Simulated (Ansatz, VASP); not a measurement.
## LiF (Griceite): VASP beside Ansatz

One calculation is typed for both programs; each brings its own data sets. How far apart do they land? The cell is taken from a series of runs on this material, whose earlier steps may have relaxed, scaled, displaced or heated it; both programs get it as it stands.

Method: plane waves, with VASP 6.6.1 beside it; zone-centre phonons at LDA, in Ansatz 0.2.0.

## Step 1: The starting structure

The structure is cubic, space group Fm-3m (No. 225). The conventional cell has a = 3.869 Å, b = 3.869 Å, c = 3.869 Å, α = 90.00°, β = 90.00°, γ = 90.00°. Li has 6 F at 1.93 Å nearest. F has 6 Li at 1.93 Å nearest. Farther neighbours and most contacts between anions are not listed.

## Step 2: VASP: zone-centre phonons, LDA

Second derivatives magnify differences that forces hide, and they need a tight electronic threshold.

Lines of VASP's logs that name or quote its potential files are left out, and so is its time.

The input, INCAR:

```
SYSTEM = LiF
PREC = Accurate
ENCUT = 750
EDIFF = 1E-08
NELM = 120
ISMEAR = 0
SIGMA = 0.01
LREAL = .FALSE.
ALGO = Normal
GGA = PW92
NBANDS = 11
LORBIT = 11
LWAVE = .FALSE.
LCHARG = .FALSE.
ISIF = 2
IBRION = 8
LEPSILON = .TRUE.
LASPH = .TRUE.
GGA_COMPAT = .FALSE.
EFERMI = MIDGAP
KPAR = 2
```

The input, POSCAR:

```
LiF
1.0
    0.0000000000      1.9347111057      1.9347111057
    1.9347111057      0.0000000000      1.9347111057
    1.9347111057      1.9347111057      0.0000000000
Li F
1 1
Direct
    0.0000000000      0.0000000000      0.0000000000
    0.5000000000      0.5000000000      0.5000000000
```

The input, KPOINTS:

```
Automatic mesh
0
Gamma
12 12 12
0 0 0
```

PAW data sets: Li_sv and F (LDA family, release 64).

Command:

```sh
$ mpirun -np 2 vasp_std
```

Numbers of over 12 decimals in the logs are rounded to 6 here.

Log:

```text
[banner, memory and clock lines left out]
running    2 mpi-ranks, on    1 nodes
 distrk:  each k-point on    1 cores,    2 groups
 distr:  one band on    1 cores,    1 groups

 POSCAR found type information on POSCAR LiF
 POSCAR found :  2 types and       2 ions
|                                                                             |
|               ----> ADVICE to this user running VASP <----                  |
|                                                                             |
|     You enforced a specific xc type in the INCAR file but a different       |
|     [... a line on the potential file left out ...]
|     I HOPE YOU KNOW WHAT YOU ARE DOING!                                     |
|                                                                             |

 LDA part: xc-table for (Slater(with rela. corr.)+PW92), standard interpolation
 POSCAR, INCAR and KPOINTS ok, starting setup
 FFT: planning ... GRIDC
 FFT: planning ... GRID_SOFT
 FFT: planning ... GRID
 WAVECAR not read
 entering main loop
       N       E                     dE             d eps       ncg     rms          rms(c)
DAV:   1     0.445235620260E+02    0.44524E+02   -0.68099E+03  1584   0.121E+03
DAV:   2    -0.945346166649E+01   -0.53977E+02   -0.52962E+02  1854   0.234E+02
DAV:   3    -0.109837814659E+02   -0.15303E+01   -0.15253E+01  1961   0.357E+01
DAV:   4    -0.109993241868E+02   -0.15543E-01   -0.15541E-01  1932   0.405E+00
DAV:   5    -0.109994540595E+02   -0.12987E-03   -0.12987E-03  2057   0.279E-01    0.425E+00
DAV:   6    -0.105198623645E+02    0.47959E+00   -0.21995E+00  1833   0.101E+01    0.129E+00
DAV:   7    -0.105093468872E+02    0.10515E-01   -0.17616E-02  2141   0.124E+00    0.787E-01
DAV:   8    -0.105042959704E+02    0.50509E-02   -0.86232E-03  2251   0.109E+00    0.960E-02
DAV:   9    -0.105042689027E+02    0.27068E-04   -0.72958E-04  1833   0.274E-01    0.374E-02
DAV:  10    -0.105042813858E+02   -0.12483E-04   -0.29172E-05  1899   0.459E-02    0.697E-03
DAV:  11    -0.105042809629E+02    0.42297E-06   -0.13934E-06  2086   0.143E-02    0.115E-03
DAV:  12    -0.105042809650E+02   -0.21435E-08   -0.27005E-07  2210   0.388E-03    0.766E-04
DAV:  13    -0.105042809538E+02    0.11181E-07   -0.24098E-08  1724   0.148E-03    0.192E-04
DAV:  14    -0.105042809532E+02    0.64517E-09   -0.16475E-09  1143   0.476E-04
   1 F= -.10504281E+02 E0= -.10504281E+02  d E =0.000000E+00
 Linear response reoptimize wavefunctions to high precision
DAV:   1    -0.105042809533E+02   -0.97657E-10   -0.91003E-10  1743   0.259E-04
 Linear response G [H, r] |phi>, progress :
  Direction:   1
       N       E                     dE             d eps       ncg     rms
RMM:   1    -0.323367682213E+02   -0.32337E+02    0.30941E+02  2191   0.190E+02
RMM:   2    -0.337650027287E+02   -0.14282E+01   -0.10873E+01  3287   0.260E+01
RMM:   3    -0.339543254750E+02   -0.18932E+00   -0.65762E-01  3585   0.557E+00
RMM:   4    -0.339935110511E+02   -0.39186E-01   -0.84185E-02  3613   0.195E+00
RMM:   5    -0.339995203528E+02   -0.60093E-02   -0.10819E-02  3635   0.712E-01
RMM:   6    -0.340004530184E+02   -0.93267E-03   -0.13989E-03  3545   0.270E-01
RMM:   7    -0.340006156979E+02   -0.16268E-03   -0.21456E-05  3586   0.106E-01
RMM:   8    -0.340006488932E+02   -0.33195E-04    0.18090E-04  3571   0.454E-02
RMM:   9    -0.340006551001E+02   -0.62069E-05    0.26282E-04  3553   0.218E-02
RMM:  10    -0.340006566785E+02   -0.15784E-05    0.64586E-04  3564   0.126E-02
RMM:  11    -0.340006582972E+02   -0.16187E-05    0.17845E-03  3561   0.884E-03
RMM:  12    -0.340006518001E+02    0.64971E-05    0.83278E-03  3537   0.730E-03
RMM:  13    -0.340006529033E+02   -0.11032E-05   -0.26001E-03  3372   0.655E-03
RMM:  14    -0.340006526452E+02    0.25812E-06   -0.19260E-03  3110   0.629E-03
RMM:  15    -0.340006528733E+02   -0.22806E-06   -0.12131E-03  2924   0.617E-03
RMM:  16    -0.340006533464E+02   -0.47319E-06   -0.13101E-03  2826   0.613E-03
 Linear response G [H, r] |phi>, progress :
  Direction:   2
       N       E                     dE             d eps       ncg     rms
RMM:   1    -0.354464888229E+02   -0.35446E+02    0.79179E+01  2220   0.145E+02
RMM:   2    -0.362778484728E+02   -0.83136E+00   -0.76672E+00  3186   0.236E+01
RMM:   3    -0.364048606435E+02   -0.12701E+00   -0.44546E-01  3563   0.508E+00
RMM:   4    -0.364360429512E+02   -0.31182E-01   -0.69696E-02  3603   0.184E+00
RMM:   5    -0.364419932788E+02   -0.59503E-02   -0.12183E-02  3643   0.711E-01
RMM:   6    -0.364430632473E+02   -0.10700E-02   -0.24730E-03  3559   0.288E-01
RMM:   7    -0.364432642675E+02   -0.20102E-03   -0.68993E-04  3591   0.119E-01
RMM:   8    -0.364433017313E+02   -0.37464E-04   -0.34143E-04  3617   0.525E-02
RMM:   9    -0.364433091793E+02   -0.74481E-05   -0.25970E-04  3580   0.252E-02
[...]
change of polarisation eV/A/(eV/A) component  2 :     0.029     0.112    -0.020
 dielectric tensor                  component  2 :     0.367     2.404    -0.245
 Linear response to external field (no local field effect), progress :
  Direction:   3
       N       E                     dE             d eps       ncg     rms          rms(c)
RMM:   1    -0.347806634376E-01   -0.34781E-01   -0.80060E-02  3379   0.174E+00
RMM:   2    -0.359172188507E-01   -0.11366E-02   -0.34033E-03  3138   0.434E-01
[...]
RMM:   5    -0.477969124306E-01   -0.25688E-03   -0.11089E-04  7728   0.725E-02    0.495E-03
RMM:   6    -0.478053177750E-01   -0.84053E-05   -0.26458E-05  7723   0.259E-02    0.101E-03
RMM:   7    -0.478070563833E-01   -0.17386E-05   -0.41229E-06  7943   0.100E-02    0.210E-04
RMM:   8    -0.478094050203E-01   -0.23486E-05   -0.80683E-07  7918   0.404E-03    0.139E-04
RMM:   9    -0.478074854949E-01    0.19195E-05   -0.18954E-07  7825   0.174E-03    0.507E-05
RMM:  10    -0.478078987135E-01   -0.41322E-06   -0.11843E-06  7329   0.746E-04    0.106E-05
RMM:  11    -0.478077297470E-01    0.16897E-06   -0.23222E-06  6785   0.375E-04    0.648E-06
 change of polarisation eV/A/(eV/A) component  2 :     0.011     0.090    -0.002
 dielectric tensor                  component  2 :     0.132     2.119    -0.020
 Linear response to external field, progress :
  Direction:   3
       N       E                     dE             d eps       ncg     rms          rms(c)
RMM:   1    -0.447935818633E-01   -0.44794E-01   -0.10306E-01  7862   0.179E+00
RMM:   2    -0.460663556646E-01   -0.12728E-02   -0.42699E-03  7250   0.475E-01    0.340E-01
RMM:   3    -0.456944781814E-01    0.37188E-03   -0.13235E-03  7007   0.272E-01    0.199E-01
RMM:   4    -0.475399937116E-01   -0.18455E-02   -0.88876E-04  6963   0.267E-01    0.159E-02
RMM:   5    -0.477969136977E-01   -0.25692E-03   -0.11107E-04  7728   0.725E-02    0.495E-03
RMM:   6    -0.478053269651E-01   -0.84133E-05   -0.26519E-05  7727   0.259E-02    0.101E-03
RMM:   7    -0.478070439507E-01   -0.17170E-05   -0.41404E-06  7942   0.101E-02    0.211E-04
RMM:   8    -0.478094086266E-01   -0.23647E-05   -0.80865E-07  7926   0.404E-03    0.139E-04
RMM:   9    -0.478074623809E-01    0.19462E-05   -0.53478E-08  7819   0.174E-03    0.519E-05
RMM:  10    -0.478079013481E-01   -0.43897E-06   -0.23761E-06  7339   0.755E-04    0.115E-05
RMM:  11    -0.478077330212E-01    0.16833E-06   -0.28920E-06  6824   0.377E-04    0.606E-06
 change of polarisation eV/A/(eV/A) component  3 :     0.000     0.008     0.090
 dielectric tensor                  component  3 :     0.003     0.094     2.119
 Linear response DOF=           2
 Linear response progress:
  Degree of freedom:   1/  2
       N       E                     dE             d eps       ncg     rms          rms(c)
RMM:   1    -0.170917616460E+00   -0.17092E+00    0.20053E+00  4655   0.160E+01
RMM:   2    -0.176399665092E+00   -0.54820E-02   -0.16424E-02  6186   0.109E+00    0.530E-02
RMM:   3    -0.176422714031E+00   -0.23049E-04   -0.10199E-03  7507   0.231E-01    0.293E-02
RMM:   4    -0.176399562370E+00    0.23152E-04   -0.26666E-04  7593   0.942E-02    0.341E-03
RMM:   5    -0.176424221453E+00   -0.24659E-04   -0.88171E-05  7787   0.425E-02    0.929E-04
RMM:   6    -0.176437827028E+00   -0.13606E-04   -0.33734E-05  7852   0.211E-02    0.600E-04
RMM:   7    -0.176451274976E+00   -0.13448E-04   -0.86128E-05  7780   0.114E-02    0.240E-04
RMM:   8    -0.176456340562E+00   -0.50656E-05   -0.12358E-04  7953   0.686E-03    0.245E-05
RMM:   9    -0.176457101532E+00   -0.76097E-06   -0.10593E-04  8151   0.457E-03    0.270E-05
RMM:  10    -0.176457160124E+00   -0.58592E-07   -0.67348E-05  8183   0.322E-03    0.457E-05
RMM:  11    -0.176457100236E+00    0.59888E-07   -0.48807E-05  8251   0.240E-03    0.631E-05
RMM:  12    -0.176457062763E+00    0.37472E-07   -0.31520E-05  8263   0.184E-03    0.742E-05
RMM:  13    -0.176456980166E+00    0.82597E-07   -0.24041E-05  8369   0.148E-03    0.856E-05
RMM:  14    -0.176456972587E+00    0.75799E-08   -0.17677E-05  7972   0.121E-03    0.913E-05
RMM:  15    -0.176457032933E+00   -0.60347E-07   -0.14070E-05  7996   0.103E-03    0.933E-05
RMM:  16    -0.176456993897E+00    0.39036E-07   -0.11063E-05  7656   0.884E-04    0.977E-05
 first order change of Fermi-energy   0.27383E-03
 force on displaced ion       1 direction 1 :  -2.602   0.000   0.000
 Born effective charge ion    1 direction 1 :   1.035   0.000   0.000
 Linear response progress:
  Degree of freedom:   2/  2
       N       E                     dE             d eps       ncg     rms          rms(c)
RMM:   1    -0.513050494399E+00   -0.51305E+00    0.50019E-01  6781   0.480E+00
RMM:   2    -0.506515775892E+00    0.65347E-02   -0.67135E-03  6489   0.734E-01    0.937E-02
RMM:   3    -0.508130685898E+00   -0.16149E-02   -0.78933E-04  6955   0.208E-01    0.507E-02
RMM:   4    -0.510142936523E+00   -0.20123E-02   -0.26083E-04  6705   0.122E-01    0.103E-02
RMM:   5    -0.510329948209E+00   -0.18701E-03   -0.24804E-05  7552   0.364E-02    0.261E-03
RMM:   6    -0.510230980079E+00    0.98968E-04   -0.39157E-06  7223   0.134E-02    0.716E-04
RMM:   7    -0.510223952053E+00    0.70280E-05   -0.92180E-07  7755   0.511E-03    0.103E-04
RMM:   8    -0.510222644741E+00    0.13073E-05   -0.54796E-07  7932   0.232E-03    0.440E-05
RMM:   9    -0.510221492171E+00    0.11526E-05   -0.47384E-07  7908   0.131E-03    0.124E-05
RMM:  10    -0.510221037346E+00    0.45482E-06   -0.30116E-07  8031   0.927E-04    0.269E-06
RMM:  11    -0.510221125379E+00   -0.88033E-07   -0.34400E-07  8147   0.780E-04    0.229E-06
RMM:  12    -0.510221096095E+00    0.29284E-07   -0.67282E-07  8163   0.725E-04    0.144E-06
RMM:  13    -0.510221087784E+00    0.83110E-08   -0.53263E-07  7843   0.703E-04    0.128E-06
RMM:  14    -0.510221079294E+00    0.84895E-08   -0.53539E-07  7683   0.695E-04    0.107E-06
RMM:  15    -0.510221051987E+00    0.27307E-07   -0.58336E-07  7893   0.692E-04    0.244E-07
RMM:  16    -0.510221059087E+00   -0.71005E-08   -0.51950E-07  6574   0.689E-04    0.240E-07
RMM:  17    -0.510221057198E+00    0.18891E-08   -0.55266E-07  5805   0.689E-04    0.154E-07
RMM:  18    -0.510221057219E+00   -0.20803E-10   -0.51212E-07  5486   0.689E-04    0.161E-07
RMM:  19    -0.510221057185E+00    0.34552E-10   -0.54122E-07  5366   0.689E-04    0.193E-07
RMM:  20    -0.510221055819E+00    0.13660E-08   -0.52720E-07  5537   0.689E-04    0.150E-07
RMM:  21    -0.510221054370E+00    0.14488E-08   -0.53463E-07  5201   0.689E-04    0.117E-07
RMM:  22    -0.510221054194E+00    0.17606E-09   -0.48278E-07  5097   0.689E-04    0.149E-07
RMM:  23    -0.510221053262E+00    0.93135E-09   -0.55645E-07  5084   0.689E-04    0.522E-08
 first order change of Fermi-energy   0.16614E-02
 force on displaced ion       2 direction 1 :  -2.579   0.000   0.000
 Born effective charge ion    2 direction 1 :  -1.035   0.000   0.000
 Born effective charges drift removed
 Linear response finished
```

OUTCAR, selected parts (step 2):

```text
ion  position               nearest neighbor table
   1  0.000  0.000  0.000-   2 1.93   2 1.93   2 1.93   2 1.93   2 1.93   2 1.93
   2  0.500  0.500  0.500-   1 1.93   1 1.93   1 1.93   1 1.93   1 1.93   1 1.93

  LATTYP: Found a face centered cubic cell.
 ALAT       =     3.8694222114

 Subroutine GETGRP returns: Found 48 space group operations
 (whereof 48 operations were pure point group operations)

The static configuration has the point symmetry O_h .

 Found     72 irreducible k-points:

   k-points           NKPTS =     72   k-points in BZ     NKDIM =     72   number of bands    NBANDS=     11

   dimension x,y,z NGX =    24 NGY =   24 NGZ =   24
   dimension x,y,z NGXF=    48 NGYF=   48 NGZF=   48

   ENCUT  =  750.0 eV  55.12 Ry    7.42 a.u.   6.11  6.11  6.11*2*pi/ulx,y,z

   NELECT =      10.0000    total number of electrons

 k-points in reciprocal lattice and weights: Automatic mesh
   0.00000000  0.00000000  0.00000000       0.001
   0.08333333  0.00000000  0.00000000       0.005
   0.16666667  0.00000000  0.00000000       0.005
   0.25000000  0.00000000  0.00000000       0.005
   0.33333333  0.00000000  0.00000000       0.005
   0.41666667  0.00000000  0.00000000       0.005
   0.50000000  0.00000000  0.00000000       0.002
   0.08333333  0.08333333  0.00000000       0.003
   0.16666667  0.08333333  0.00000000       0.014
[...]
-0.33333333  0.50000000  0.16666667       0.007
  -0.25000000  0.50000000  0.25000000       0.003

 average (electrostatic) potential at core
       1 -62.7164       2 -75.9783

  Total        0.1993428      0.1993428      0.1993428     -0.0000000      0.0000000      0.0000000
  in kB       22.0512276     22.0512276     22.0512276     -0.0000000      0.0000000      0.0000000
  external PRESSURE =      22.0512276 kB  Pullay stress =       0.0000000 kB

  energy-cutoff  :      750.00
  volume of cell :       14.48
      direct lattice vectors                 reciprocal lattice vectors
     0.000000000  1.934711106  1.934711106    -0.258436517  0.258436517  0.258436517
     1.934711106  0.000000000  1.934711106     0.258436517 -0.258436517  0.258436517
     1.934711106  1.934711106  0.000000000     0.258436517  0.258436517 -0.258436517

 POSITION                                       TOTAL-FORCE (eV/Angst)
 -----------------------------------------------------------------------------------
      0.00000      0.00000      0.00000        -0.000000     -0.000000     -0.000000
      1.93471      1.93471      1.93471         0.000000      0.000000      0.000000
 -----------------------------------------------------------------------------------
    total drift:                               -0.000000     -0.000000      0.000000

 MACROSCOPIC STATIC DIELECTRIC TENSOR (including local field effects in DFT)
 ------------------------------------------------------
           2.118890     0.000000    -0.000000
           0.000000     2.118890     0.000000
          -0.000000     0.000000     2.118890
 ------------------------------------------------------

 PIEZOELECTRIC TENSOR (including local field effects)  for field in x, y, z        (C/m^2)
          XX          YY          ZZ          XY          YZ          ZX
  --------------------------------------------------------------------------------
  x     0.00000     0.00000     0.00000     0.00000     0.00000     0.00000
  y     0.00000     0.00000     0.00000     0.00000     0.00000     0.00000
  z     0.00000     0.00000     0.00000     0.00000     0.00000     0.00000

 BORN EFFECTIVE CHARGES (including local field effects) (in |e|, cummulative output)
 ---------------------------------------------------------------------------------
 ion    1
    1     1.03478     0.00000     0.00000
    2     0.00000     1.03478    -0.00000
    3     0.00000     0.00000     1.03478
 ion    2
    1    -1.03478    -0.00000     0.00000
    2    -0.00000    -1.03478     0.00000
    3    -0.00000     0.00000    -1.03478

 Eigenvectors and eigenvalues of the dynamical matrix
 ----------------------------------------------------

   1 f  =   11.130713 THz    69.936330 2PiTHz  371.280606 cm-1    46.032908 meV
             X         Y         Z           dx          dy          dz
      0.000000  0.000000  0.000000     0.000000    0.855684    0.000000
      1.934711  1.934711  1.934711     0.000000   -0.517499    0.000000

   2 f  =   11.130713 THz    69.936330 2PiTHz  371.280606 cm-1    46.032908 meV
             X         Y         Z           dx          dy          dz
      0.000000  0.000000  0.000000     0.855684    0.000000    0.000000
      1.934711  1.934711  1.934711    -0.517499    0.000000    0.000000

   3 f  =   11.130713 THz    69.936330 2PiTHz  371.280606 cm-1    46.032908 meV
             X         Y         Z           dx          dy          dz
      0.000000  0.000000  0.000000     0.000000    0.000000    0.855684
      1.934711  1.934711  1.934711     0.000000    0.000000   -0.517499

   4 f/i=    0.021684 THz     0.136243 2PiTHz    0.723290 cm-1     0.089677 meV
             X         Y         Z           dx          dy          dz
      0.000000  0.000000  0.000000    -0.517499    0.000000    0.000000
      1.934711  1.934711  1.934711    -0.855684    0.000000    0.000000

   5 f/i=    0.021684 THz     0.136243 2PiTHz    0.723290 cm-1     0.089677 meV
             X         Y         Z           dx          dy          dz
      0.000000  0.000000  0.000000     0.000000   -0.517499    0.000000
      1.934711  1.934711  1.934711     0.000000   -0.855684    0.000000

   6 f/i=    0.021684 THz     0.136243 2PiTHz    0.723290 cm-1     0.089677 meV
             X         Y         Z           dx          dy          dz
      0.000000  0.000000  0.000000     0.000000    0.000000   -0.517499
      1.934711  1.934711  1.934711     0.000000    0.000000   -0.855684

 MACROSCOPIC STATIC DIELECTRIC TENSOR IONIC CONTRIBUTION
 ------------------------------------------------------
           5.164161    -0.000000    -0.000000
          -0.000000     5.164161     0.000000
          -0.000000     0.000000     5.164161
 ------------------------------------------------------

 ELASTIC MODULI CONTR FROM IONIC RELAXATION (kBar)
 Direction    XX          YY          ZZ          XY          YZ          ZX
 --------------------------------------------------------------------------------
 XX           0.0000      0.0000      0.0000      0.0000      0.0000      0.0000
 YY           0.0000      0.0000      0.0000      0.0000      0.0000      0.0000
 ZZ           0.0000      0.0000      0.0000      0.0000      0.0000      0.0000
 XY           0.0000      0.0000      0.0000      0.0000      0.0000      0.0000
 YZ           0.0000      0.0000      0.0000      0.0000      0.0000      0.0000
 ZX           0.0000      0.0000      0.0000      0.0000      0.0000      0.0000
 --------------------------------------------------------------------------------

 PIEZOELECTRIC TENSOR IONIC CONTR  for field in x, y, z        (C/m^2)
          XX          YY          ZZ          XY          YZ          ZX
  --------------------------------------------------------------------------------
  x     0.00000     0.00000     0.00000     0.00000     0.00000     0.00000
  y     0.00000     0.00000     0.00000     0.00000     0.00000     0.00000
  z     0.00000     0.00000     0.00000     0.00000     0.00000     0.00000
```

[end of part 1 of 2]

[Lines on the potential files, build, host, timing and source positions are cut from VASP's logs without a mark.]

[Logs are printed without paths, hosts, clocks, repeated set-up lines and the standing remarks that a program may print on its own settings, such as how far it seeks lower states.]

[Hosts, paths, dates, database ids (printed as entryN), source tags and the programs' standing remarks are cut or masked in the printed files.]
